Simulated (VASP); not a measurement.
Level of theory: PBE GGA, VASP's PBE PAW potentials (set 64) (plane waves; VASP).

The input files of a VASP run:

**POSCAR**
```
MoTe2
1.0
  1.7789877369  -3.0812967117   0.0000000000
  1.7789877369   3.0812967117   0.0000000000
  0.0000000000   0.0000000000  14.9995965816
Te Mo
4 2
Cart
  1.7789877369   1.0271009581  13.0588512980
  1.7789877369  -1.0271009581   5.5590530072
  1.7789877369  -1.0271009581   1.9407452836
  1.7789877369   1.0271009581   9.4405435744
  1.7789877369   1.0271009581   3.7498991454
  1.7789877369  -1.0271009581  11.2496974362
```

INCAR:
```
ISIF=4
SIGMA=0.05
PREC=Accurate
ENCUT=520
LASPH=.TRUE.
GGA=PE
EDIFFG=-0.01   # ionic stop
ISMEAR=0
LWAVE=.FALSE.
NSW=30   # most ionic steps
NELM=100
LMAXMIX=4   # l cut-off of mixed one-centre charges
SYSTEM=MoTe2
EDIFF=1E-7   # SCF stop (eV)
IBRION=2
ALGO=Normal
LCHARG=.FALSE.
LREAL=.FALSE.   # projection in real space or not
```

### KPOINTS
```
K-points
0
G
  7 7 2
```

POTCAR, in this order: Te Mo_sv (PBE.64 set). Program: vasp_std.

The run wrote:

OSZICAR:
```
       N       E                     dE             d eps       ncg     rms          rms(c)
DAV:   1     0.408317340481E+03    0.40832E+03   -0.27146E+04  1160   0.149E+03
DAV:   2    -0.141425615472E+02   -0.42246E+03   -0.41509E+03  1283   0.343E+02
DAV:   3    -0.367233838601E+02   -0.22581E+02   -0.22395E+02  1236   0.685E+01
DAV:   4    -0.373857140002E+02   -0.66233E+00   -0.65904E+00  1245   0.112E+01
DAV:   5    -0.374089043518E+02   -0.23190E-01   -0.23179E-01  1342   0.209E+00    0.206E+01
DAV:   6    -0.366642854329E+02    0.74462E+00   -0.10578E+01  1110   0.157E+01    0.884E+00
DAV:   7    -0.365097387049E+02    0.15455E+00   -0.97342E+00  1101   0.127E+01    0.652E+00
DAV:   8    -0.360854749742E+02    0.42426E+00   -0.16777E+00  1229   0.601E+00    0.299E+00
DAV:   9    -0.360787108218E+02    0.67642E-02   -0.33229E-01  1325   0.256E+00    0.114E+00
DAV:  10    -0.360724399901E+02    0.62708E-02   -0.48474E-02  1291   0.110E+00    0.299E-01
DAV:  11    -0.360729189167E+02   -0.47893E-03   -0.21681E-03  1211   0.260E-01    0.185E-01
DAV:  12    -0.360728372904E+02    0.81626E-04   -0.19898E-04  1161   0.802E-02    0.113E-01
DAV:  13    -0.360728356927E+02    0.15977E-05   -0.13355E-04  1292   0.574E-02    0.416E-02
DAV:  14    -0.360728383138E+02   -0.26210E-05   -0.56394E-06  1186   0.106E-02    0.306E-02
DAV:  15    -0.360728383450E+02   -0.31190E-07   -0.28151E-06  1174   0.848E-03    0.896E-03
DAV:  16    -0.360728380696E+02    0.27536E-06   -0.11410E-06  1176   0.410E-03    0.363E-03
DAV:  17    -0.360728381303E+02   -0.60693E-07   -0.13051E-07   822   0.160E-03
   1 F= -.36072838E+02 E0= -.36072838E+02  d E =-.360728E+02
       N       E                     dE             d eps       ncg     rms          rms(c)
DAV:   1    -0.360731285625E+02   -0.29049E-03   -0.10673E-02   992   0.650E-01    0.128E-01
DAV:   2    -0.360729777568E+02    0.15081E-03   -0.76863E-04  1173   0.135E-01    0.623E-02
DAV:   3    -0.360729443679E+02    0.33389E-04   -0.11666E-04  1233   0.547E-02    0.211E-02
DAV:   4    -0.360729331394E+02    0.11229E-04   -0.64884E-05  1288   0.352E-02    0.279E-02
DAV:   5    -0.360729311390E+02    0.20004E-05   -0.17601E-05  1271   0.174E-02    0.320E-03
DAV:   6    -0.360729312434E+02   -0.10443E-06   -0.14476E-06  1188   0.543E-03    0.311E-03
DAV:   7    -0.360729313794E+02   -0.13595E-06   -0.10600E-07   728   0.175E-03    0.108E-03
DAV:   8    -0.360729313803E+02   -0.93314E-09   -0.20090E-08   643   0.823E-04
   2 F= -.36072931E+02 E0= -.36072931E+02  d E =-.932500E-04
       N       E                     dE             d eps       ncg     rms          rms(c)
DAV:   1    -0.360740531105E+02   -0.11217E-02   -0.54335E-02   992   0.147E+00    0.291E-01
DAV:   2    -0.360732850853E+02    0.76803E-03   -0.39327E-03  1132   0.305E-01    0.140E-01
DAV:   3    -0.360731132850E+02    0.17180E-03   -0.61552E-04  1184   0.125E-01    0.472E-02
DAV:   4    -0.360730545891E+02    0.58696E-04   -0.33182E-04  1232   0.798E-02    0.623E-02
DAV:   5    -0.360730430911E+02    0.11498E-04   -0.86636E-05  1264   0.388E-02    0.699E-03
DAV:   6    -0.360730433216E+02   -0.23052E-06   -0.72391E-06  1279   0.122E-02    0.686E-03
DAV:   7    -0.360730437157E+02   -0.39412E-06   -0.49275E-07   990   0.336E-03    0.238E-03
DAV:   8    -0.360730437157E+02   -0.14552E-10   -0.72913E-08   748   0.146E-03
   3 F= -.36073044E+02 E0= -.36073044E+02  d E =-.205585E-03
       N       E                     dE             d eps       ncg     rms          rms(c)
DAV:   1    -0.360731606879E+02   -0.11697E-03   -0.59286E-03   992   0.484E-01    0.962E-02
DAV:   2    -0.360730766412E+02    0.84047E-04   -0.42716E-04  1117   0.101E-01    0.459E-02
DAV:   3    -0.360730580642E+02    0.18577E-04   -0.65900E-05  1206   0.412E-02    0.155E-02
DAV:   4    -0.360730518598E+02    0.62044E-05   -0.36009E-05  1232   0.262E-02    0.203E-02
DAV:   5    -0.360730508685E+02    0.99133E-06   -0.95199E-06  1243   0.128E-02    0.236E-03
DAV:   6    -0.360730509594E+02   -0.90871E-07   -0.83207E-07  1145   0.413E-03
   4 F= -.36073051E+02 E0= -.36073051E+02  d E =-.212829E-03
       N       E                     dE             d eps       ncg     rms          rms(c)
DAV:   1    -0.360730519351E+02   -0.10666E-05   -0.64970E-03  1013   0.291E-01    0.734E-02
DAV:   2    -0.360730715304E+02   -0.19595E-04   -0.26478E-04  1091   0.636E-02    0.288E-02
DAV:   3    -0.360730730398E+02   -0.15094E-05   -0.60642E-06  1190   0.110E-02    0.178E-02
DAV:   4    -0.360730753519E+02   -0.23122E-05   -0.27428E-06  1084   0.662E-03    0.504E-03
DAV:   5    -0.360730752242E+02    0.12775E-06   -0.19676E-06  1042   0.595E-03    0.209E-03
DAV:   6    -0.360730751350E+02    0.89221E-07   -0.13460E-07   655   0.200E-03
   5 F= -.36073075E+02 E0= -.36073075E+02  d E =-.241756E-04
```

### OUTCAR
```
------------------------ aborting loop because EDIFF is reached ----------------------------------------
  FORCE on cell =-STRESS in cart. coord.  units (eV):
  Direction    XX          YY          ZZ          XY          YZ          ZX
  --------------------------------------------------------------------------------------
  Total        0.1434884      0.1434884      0.1809113      0.0000000      0.0000000     -0.0000000
  in kB        1.3980135      1.3980131      1.7626266      0.0000000      0.0000000     -0.0000000
  external PRESSURE =       1.5195511 kB  Pullay stress =       0.0000000 kB
  volume of cell :      164.44
      direct lattice vectors                 reciprocal lattice vectors
     1.776814762 -3.077533012  0.000000000     0.281402435 -0.162467794 -0.000000000
     1.776814762  3.077533012  0.000000000     0.281402435  0.162467794 -0.000000000
     0.000000000  0.000000000 15.036306841    -0.000000000 -0.000000000  0.066505693
 POSITION                                       TOTAL-FORCE (eV/Angst)
 -----------------------------------------------------------------------------------
      1.77681      1.02585     13.08636         0.000000     -0.000000      0.008444
      1.77681     -1.02585      5.56820         0.000000      0.000000      0.008444
      1.77681     -1.02585      1.94995         0.000000      0.000000     -0.008444
      1.77681      1.02585      9.46810         0.000000     -0.000000     -0.008444
      1.77681      1.02585      3.75908        -0.000000      0.000000     -0.000000
      1.77681     -1.02585     11.27723        -0.000000      0.000000     -0.000000
 -----------------------------------------------------------------------------------
    total drift:                                0.000266      0.001667     -0.000026
  FREE ENERGIE OF THE ION-ELECTRON SYSTEM (eV)
  ---------------------------------------------------
  free  energy   TOTEN  =       -36.0730751350 eV

  energy  without entropy=      -36.0730751350  energy(sigma->0) =      -36.07307513

 reached required accuracy - stopping structural energy minimisation
```
(Selected blocks of OUTCAR.)

**CONTCAR**
```
MoTe2
   1.00000000000000
     1.7768147622788106   -3.0775330116609414    0.0000000000000000
     1.7768147622788106    3.0775330116609414    0.0000000000000000
     0.0000000000000000    0.0000000000000000   15.0363068405150013
  Te              Mo
     4     2
Direct
     0.3333330000000032    0.6666669999999968    0.8703171620904444
     0.6666669999999968    0.3333330000000032    0.3703171620904443
     0.6666669999999968    0.3333330000000032    0.1296828379095556
     0.3333330000000032    0.6666669999999968    0.6296828379095556
     0.3333330000000032    0.6666669999999968    0.2500000000000000
     0.6666669999999968    0.3333330000000032    0.7500000000000000
```

Without a dispersion term in the relaxation, distances and binding between the weakly bound layers, chains or molecules are unreliable, and so is what depends on them.

The compound is MoTe2 in the 2H layered structure. This run relaxes it. Symmetry was kept, so distortions that lower it aren't found.
